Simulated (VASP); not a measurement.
## Rh under uniaxial stress along [001]

Wanted: the elastic response of Rh to uniaxial stress along [001], with a fit that predicts a row left out.

Method: PBEsol; plane waves and PAW (Rh_pv), in the first sound run; inputs show where later runs differ, in VASP 6.6.1.

## Step 1: Set-up

The structure is cubic, space group Fm-3m (No. 225). The conventional cell has a = 3.800 Å, b = 3.800 Å, c = 3.800 Å, α = 90.00°, β = 90.00°, γ = 90.00°. Rh has 12 Rh at 2.69 Å nearest.

Coordinates:

```cif
data_structure
_symmetry_space_group_name_H-M 'P 1'
_symmetry_Int_Tables_number 1
_cell_length_a 2.6870
_cell_length_b 2.6870
_cell_length_c 2.6870
_cell_angle_alpha 60.000
_cell_angle_beta 60.000
_cell_angle_gamma 60.000
_cell_volume 13.72
loop_
_atom_site_label
_atom_site_type_symbol
_atom_site_fract_x
_atom_site_fract_y
_atom_site_fract_z
_atom_site_occupancy
Rh1 Rh 0.00000 0.00000 0.00000 1
```

## Step 2: Relax the crystal, PBEsol

The series starts from the cell that this level prefers, so that zero strain is near zero stress.

This step took 2 runs in a row; the last is shown.

Level: PBEsol; plane waves and PAW (Rh_pv).

INCAR

```
SYSTEM = Rh
PREC = Accurate
ENCUT = 450
EDIFF = 1E-07
NELM = 120
ISMEAR = 1
SIGMA = 0.15
LREAL = .FALSE.
ALGO = Normal
GGA = PS
NBANDS = 13
LASPH = .TRUE.
LORBIT = 11
LWAVE = .FALSE.
LCHARG = .FALSE.
KPAR = 8
IBRION = 2
NSW = 40
ISIF = 3
EDIFFG = -0.005
POTIM = 0.4
```

POSCAR

```
Rh
1.0
    0.0000000000      1.8895210944      1.8895210944
    1.8895210944      0.0000000000      1.8895210944
    1.8895210944      1.8895210944      0.0000000000
Rh
1
Direct
    0.0000000000      0.0000000000      0.0000000000
```

KPOINTS

```
Automatic mesh
0
Gamma
27 27 27
0 0 0
```

The projector-augmented-wave data sets are Rh_pv (PBE family, release 64).

Launch:

```console
mpirun -np 8 vasp_std
```

Output:

```text
[banner, memory and clock lines left out]
running    8 mpi-ranks, on    1 nodes
[...]
|                                                                             |
|           W    W    AA    RRRRR   N    N  II  N    N   GGGG   !!!           |
|           W    W   A  A   R    R  NN   N  II  NN   N  G    G  !!!           |
|           W    W  A    A  R    R  N N  N  II  N N  N  G       !!!           |
|           W WW W  AAAAAA  RRRRR   N  N N  II  N  N N  G  GGG   !            |
|           WW  WW  A    A  R   R   N   NN  II  N   NN  G    G                |
|           W    W  A    A  R    R  N    N  II  N    N   GGGG   !!!           |
|                                                                             |
|     For optimal performance we recommend to set                             |
|       NCORE = 2 up to number-of-cores-per-socket                            |
|     NCORE specifies how many cores store one orbital (NPAR=cpu/NCORE).      |
|     This setting can greatly improve the performance of VASP for DFT.       |
[...]
DAV:   2    -0.813822036743E+01    0.17098E-03   -0.34208E-04 14975   0.260E-01    0.158E-02
DAV:   3    -0.813821964988E+01    0.71755E-06   -0.44605E-06 16635   0.266E-02    0.892E-03
DAV:   4    -0.813822133093E+01   -0.16811E-05   -0.11474E-06 15315   0.127E-02    0.662E-04
DAV:   5    -0.813822126197E+01    0.68964E-07   -0.22623E-08 11080   0.219E-03
   2 F= -.81382213E+01 E0= -.81385719E+01  d E =0.153408E-05
 trial-energy change:    0.000002  1 .order    0.000002   -0.000005    0.000009
 step:   0.4060(harm=  0.3516)  dis= 0.00000  next Energy=    -8.138224 (dE=-0.102E-05)
[...]
N       E                     dE             d eps       ncg     rms          rms(c)
DAV:   1    -0.813828421845E+01   -0.62888E-04   -0.79073E-04 14980   0.423E-01    0.564E-02
DAV:   2    -0.813822544124E+01    0.58777E-04   -0.12065E-04 14925   0.154E-01    0.946E-03
DAV:   3    -0.813822445900E+01    0.98224E-06   -0.15669E-06 16445   0.158E-02    0.531E-03
DAV:   4    -0.813822378520E+01    0.67380E-06   -0.40327E-07 15340   0.750E-03    0.390E-04
DAV:   5    -0.813822381805E+01   -0.32851E-07   -0.78620E-09  8615   0.129E-03
   3 F= -.81382238E+01 E0= -.81385744E+01  d E =-.102200E-05
[...]
reached required accuracy - stopping structural energy minimisation
```

Elapsed: 9 s, on 8 MPI ranks of Intel Xeon 6975P-C (Granite Rapids), shared host; peak memory 1.4 GiB; 65 s of CPU time.

Lines that name or quote the potential files are left out of all logs, and their timing lines are given in words.

OUTCAR, selected parts (step 2):

```text
  Total        0.0009489      0.0009489      0.0009489      0.0000000      0.0000000      0.0000000
  in kB        0.1127167      0.1127167      0.1127167      0.0000000      0.0000000      0.0000000
  external PRESSURE =       0.1127167 kB  Pullay stress =       0.0000000 kB

 POSITION                                       TOTAL-FORCE (eV/Angst)
 -----------------------------------------------------------------------------------
      0.00000      0.00000      0.00000         0.000000      0.000000     -0.000000
 -----------------------------------------------------------------------------------
    total drift:                                0.000000     -0.000000     -0.000000

  FREE ENERGIE OF THE ION-ELECTRON SYSTEM (eV)
  ---------------------------------------------------
  free  energy   TOTEN  =        -8.1382238181 eV

  energy  without entropy=       -8.1392757055  energy(sigma->0) =       -8.13857445

 reached required accuracy - stopping structural energy minimisation

[... 3 further parts left out ...]
[key lines of the parts left out:]
E-fermi :  12.1087
```

Numbers from this step:

- energy(sigma→0) of the program: -8.1386 eV
- stress, compression positive: xx, yy, zz 0.01, 0.01, 0.01 GPa
- volume: 13.488 Å³
- ionic steps: 3

## Step 3: Strain across the axis, PBEsol

One member in full: the axis is strained by 0.5 %, and the two directions across it are strained alike until their mean stress is under 0.012 GPa or five steps are spent.

This step took 3 runs, each at a new trial strain with the atoms of the one before; the last is shown.

Level: PBEsol; plane waves and PAW (Rh_pv).

Changes to INCAR since step 2:

```diff
@@ -15,7 +15,7 @@
 LCHARG = .FALSE.
-KPAR = 8
-IBRION = 2
-NSW = 40
-ISIF = 3
-EDIFFG = -0.005
-POTIM = 0.4
+KPAR = 2
+IBRION = 1
+NSW = 25
+ISIF = 2
+EDIFFG = -0.004
+POTIM = 0.3
```

POSCAR

```
Rh
1.0
    0.0000000000      1.8865299990      1.8987757690
    1.8865299990      0.0000000000      1.8987757690
    1.8865299990      1.8865299990      0.0000000000
Rh
1
Direct
    0.0000000000      0.0000000000      0.0000000000
```

KPOINTS is that of step 2.

Launch:

```console
mpirun -np 2 vasp_std
```

Output:

```text
[banner, memory and clock lines left out]
running    2 mpi-ranks, on    1 nodes
[...]
[... a notice as in an earlier step ...]

 LDA part: xc-table for (Slater+PW92), standard interpolation
 POSCAR, INCAR and KPOINTS ok, starting setup
[...]
entering main loop
       N       E                     dE             d eps       ncg     rms          rms(c)
DAV:   1     0.107549065532E+03    0.10755E+03   -0.82640E+03 38524   0.111E+03
DAV:   2    -0.740029188251E+01   -0.11495E+03   -0.10994E+03 40805   0.335E+02
DAV:   3    -0.876477008308E+01   -0.13645E+01   -0.13623E+01 45305   0.407E+01
DAV:   4    -0.877103355044E+01   -0.62635E-02   -0.62625E-02 44298   0.283E+00
[...]
DAV:  10    -0.813789239377E+01   -0.50033E-05   -0.11206E-05 44828   0.415E-02    0.796E-03
DAV:  11    -0.813789217537E+01    0.21840E-06   -0.23072E-06 44430   0.196E-02    0.405E-04
DAV:  12    -0.813789208320E+01    0.92169E-07   -0.12765E-08 32003   0.162E-03
   1 F= -.81378921E+01 E0= -.81382424E+01  d E =-.813789E+01
 BRION: g(F)=  0.253E-62 g(S)=  0.000E+00
 reached required accuracy - stopping structural energy minimisation
```

The job ended after 39 s (2 MPI ranks; peak memory 0.57 GiB; 73 s of CPU time).

Parts of OUTCAR (step 3):

```text
  Total       -0.0000532     -0.0000532     -0.1455114      0.0000000      0.0000000      0.0000000
  in kB       -0.0063022     -0.0063022    -17.2495042      0.0000000      0.0000000      0.0000000
  external PRESSURE =      -5.7540362 kB  Pullay stress =       0.0000000 kB

 POSITION                                       TOTAL-FORCE (eV/Angst)
 -----------------------------------------------------------------------------------
      0.00000      0.00000      0.00000         0.000000      0.000000     -0.000000
 -----------------------------------------------------------------------------------
    total drift:                                0.000000      0.000000      0.000000

  FREE ENERGIE OF THE ION-ELECTRON SYSTEM (eV)
  ---------------------------------------------------
  free  energy   TOTEN  =        -8.1378920832 eV

  energy  without entropy=       -8.1389431187  energy(sigma->0) =       -8.13824243

[... 1 part as in an earlier step ...]

[... 3 further parts left out ...]
[key lines of the parts left out:]
E-fermi :  12.0706
```

Numbers from this step:

* energy(sigma→0) of the program: -8.1382 eV
* stress, compression positive: xx, yy, zz 0.00, 0.00, -1.72 GPa
* ionic steps: 1

## Step 4: The whole series

The other members went through these steps as far as the tables show, with the same cutoff and, step by step, the same mesh; 27 runs are not shown. The session took 0.61 core hours (wall time by ranks) on a shared machine.

| strain along the axis (%) | strain across the axis (%) | stress along the axis, tension positive (GPa) | energy above the unstrained row, extrapolated to no smearing (meV/atom) |
| --- | --- | --- | --- |
| -2.000 | 0.643 | -7.074 | 6.127 |
| -1.500 | 0.476 | -5.296 | 3.455 |
| -1.000 | 0.315 | -3.517 | 1.566 |
| -0.500 | 0.156 | -1.754 | 0.413 |
| 0 | 0.002 | -0.005 | 0.000 |
| 0.500 | -0.148 | 1.725 | 0.328 |
| 1.000 | -0.295 | ? | ? |
| 1.500 | -0.437 | 5.128 | 3.116 |
| 2.000 | -0.576 | 6.792 | 5.558 |

## Step 5: Stress from the known rows

A least-squares parabola through the 8 rows shown, with e the strain in %: stress = − 0.03355 e² + 3.470 e − 0.007663 (GPa), r.m.s. residual 0.0059 GPa.

For the withheld row, e = 1, the fit gives 3.429 GPa.

## Step 6: Checking the prediction

The calculation gives 3.437 GPa, so the prediction is 0.008 GPa too low, within twice the residual of the fit.

Slopes at zero strain, from cubics through all rows: strain ratio -0.305, stress over strain 348 GPa.

## Step 7: What came out

| Quantity | Value |
| --- | --- |
| error of the predicted stress | -0.008 GPa |
| Poisson ratio | 0.305 |
| Young's modulus along the axis | 348 GPa |

In words: As a check, the curvature of the energy gives 347 GPa for the same modulus (energy per volume = E/2 × strain²), 0 % from the slope of the stress. These are static values: temperature and zero-point motion are left out. In a metal the slopes also depend on mesh and smearing, which were held through the series.

[Lines on the potential files, build, host, timing and source positions are cut from VASP's logs without a mark.]

[Logs are printed without paths, hosts, clocks, repeated set-up lines and the standing remarks that a program may print on its own settings, such as how far it seeks lower states.]

[Hosts, paths, dates, database ids (printed as entryN), source tags and the programs' standing remarks are cut or masked in the printed files.]

[In band tables of VASP the shares of atoms and orbitals are scaled to a sum of 1 inside the atoms' spheres.]
